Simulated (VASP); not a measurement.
A run of VASP 6.6.1 is set up as follows.

File INCAR:

```
SYSTEM = SrPd3Pt
PREC = Accurate
ENCUT = 520
EDIFF = 1E-6
ISMEAR = 1
SIGMA = 0.15
LREAL = .FALSE.
LASPH = .TRUE.
NELM = 100
ALGO = Fast
ISIF = 2
LWAVE = .FALSE.
LCHARG = .TRUE.
GGA = PE
LELF = .TRUE.
LVHAR = .TRUE.
NBANDS = 61
```

Contents of KPOINTS:

```
Automatic mesh
0
G
  3 3 3
  0 0 0
```

POSCAR

```
SrPd3Pt
1.0
    6.1932460000     -0.1236250000     -0.4664710000
   -0.7712260000      6.3236450000     -0.4609740000
    0.7714810000     -0.1131830000      5.2250600000
Sr Pd Pt
2 6 2
Direct
    0.7788343704      0.2462396049      0.7796440047
    0.1877976877      0.5228525153      0.2331375315
    0.4103780788      0.5411739739      0.7154175463
    0.9826933959      0.0604968544      0.1845344260
    0.7039748915      0.7476127417      0.0247623774
    0.5186821704      0.9059689548      0.4719345469
    0.0604676600      0.7483232735      0.7222410810
    0.7021900243      0.4193272927      0.3081884729
    0.4028641847      0.1372676084      0.1255978415
    0.2376002628      0.1505304225      0.6953484253
```

Potentials or basis: VASP PAW PBE potentials, release 64 (Sr_sv, Pd, Pt).

Run with:

```bash
$ cat potpaw_PBE.64/Sr_sv/POTCAR potpaw_PBE.64/Pd/POTCAR potpaw_PBE.64/Pt/POTCAR > POTCAR
$ mpirun -np 1 vasp_std > vasp.out
```

Question: Estimate the pressure.

Answer: 1.5 GPa.

Question: What does it give for the band gap on the k mesh?

Answer: None (metal or under the smearing width).

Question: Predict the largest force.

Answer: 1.309 eV/Å.

Stress tensor (GPa, compression positive):
```
2.48 1.75 0.22
1.75 0.76 1.12
0.22 1.12 1.22
```

Caveat: the k mesh is coarse (spacing up to 0.40 Å⁻¹), so the values aren't converged. Spin-orbit coupling is left out, which matters for the levels of Pt.
